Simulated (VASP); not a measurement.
Input:

```yaml
crystal:
  lattice:
    - [-1.57417, 1.57417, 1.57417]
    - [1.57417, -1.57417, 1.57417]
    - [1.57417, 1.57417, -1.57417]
  atoms:
    - { symbol: Mo, position: [0.00000, 0.00000, 0.00000] }
```

Calculation: optB86b-vdW, VASP's PBE PAW potentials (set 64) (plane waves; VASP 6.6.1). Run with 520 eV cut-off, Gaussian smearing of 0.050 eV, potentials Mo_sv.

Task: Give the energies of bands 5 to 10 at the high-symmetry points, in eV from the Fermi level.

Result: 
| band | Γ | H | N | P |
|---|---|---|---|---|
| 5 | -7.25 | -5.47 | -5.35 | -2.64 |
| 6 | -1.41 | -5.47 | -3.44 | -2.64 |
| 7 | -1.41 | 3.95 | 1.66 | -2.64 |
| 8 | -1.41 | 3.95 | 1.66 | 2.41 |
| 9 | 1.63 | 3.95 | 2.29 | 2.41 |
| 10 | 1.63 | 9.08 | 4.72 | 9.55 |

It has no gap at this level: it comes out as a metal or semimetal.

The compound is Mo in the bcc structure. It was relaxed first.
